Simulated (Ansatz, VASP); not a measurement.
KLaMg6 in VASP and in Ansatz

INCAR

```
SYSTEM = KLaMg6
ALGO = Normal
EDIFF = 1E-7
ENCUT = 520
GGA = PS
ISIF = 2
ISMEAR = 0
LASPH = .True.
LCHARG = .False.
LREAL = .False.
LWAVE = .False.
NBANDS = 44
NELM = 80
PREC = Accurate
SIGMA = 0.1
```

The input KPOINTS:

```
k-points
0
Gamma
  5 5 5
  0 0 0
```

Contents of POSCAR:

```
KLaMg6
1.0
    5.4210190000      0.0000000000      0.0000000000
    0.0000000000      3.5288290000      6.0173470000
    0.0000000000     -3.5288290000      6.0173470000
La K Mg
1 1 6
Direct
    0.0000000000      0.1594490000      0.1594490000
    0.5000000000      0.3500510000      0.3500510000
    0.0000000000      0.6484000000      0.6484000000
    0.0000000000      0.1421230000      0.6919650000
    0.0000000000      0.6919650000      0.1421230000
    0.5000000000      0.8343690000      0.8343690000
    0.5000000000      0.3385030000      0.8351550000
    0.5000000000      0.8351550000      0.3385030000
```

The input input.yaml:

```yaml
crystal:
  lattice:
    - [5.421019, 0.0, 0.0]
    - [0.0, 3.528829, 6.017347]
    - [0.0, -3.528829, 6.017347]
  atoms:
    - { symbol: La, position: [0.0, 0.159449, 0.159449] }
    - { symbol: K, position: [0.5, 0.350051, 0.350051] }
    - { symbol: Mg, position: [0.0, 0.6484, 0.6484] }
    - { symbol: Mg, position: [0.0, 0.142123, 0.691965] }
    - { symbol: Mg, position: [0.0, 0.691965, 0.142123] }
    - { symbol: Mg, position: [0.5, 0.834369, 0.834369] }
    - { symbol: Mg, position: [0.5, 0.338503, 0.835155] }
    - { symbol: Mg, position: [0.5, 0.835155, 0.338503] }
hamiltonian:
  xc: pbesol
  pseudopotentials: { kind: paw }
kpoints:
  mp_grid: { grid: [5, 5, 5] }
scf:
  occupations: { method: gaussian, width: 0.1 }
output:
  forces: true
  stress: true
  eigenvalues: true
  write_density: true
  write_potential: true
  elf: true
  volumetric_format: npy
```

The cell comes from a database or a generator and needn't be the stable form of this composition.

Alike in both runs: task single point; functional PBEsol; k mesh 5 × 5 × 5; occupations gaussian, width 0.1 eV; no spin polarisation.

|  | VASP | Ansatz |
| --- | --- | --- |
| version | VASP 6.6.1 | Ansatz 0.2.0 |
| potentials or method | VASP PAW PBE potentials, release 64 (La, K_sv, Mg_pv) | Ansatz PAW |
| plane-wave cutoff (eV) | 520 | 420 |
| valence electrons in the cell | 68 | 80 |

|  | VASP | Ansatz | Ansatz less VASP |
| --- | --- | --- | --- |
| gap on the k mesh at the Fermi level (eV) | none | none | - |
| pressure (GPa) | -0.9 | -0.8 | +0.09 |
| largest component of the traceless stress (GPa) | 0.15 | 0.16 | +0.007 |
| rms of the force components (eV/Å) | 0.029 | 0.028 | -0.0007 |

Atom by atom the forces differ by 0.001 eV/Å (rms over components). A gap of «none» marks a metal or a gap that the smearing closes. The two sets of potentials don't hold the same shells in valence.

Caveats: the PAW data sets were made with another functional, which shifts forces and pressure a little (VASP); the PAW data sets come from PBE, with cores solved anew for the run's functional, which leaves a small shift of forces and pressure (Ansatz). The runs have no spin-orbit coupling, so splittings on La are missing.
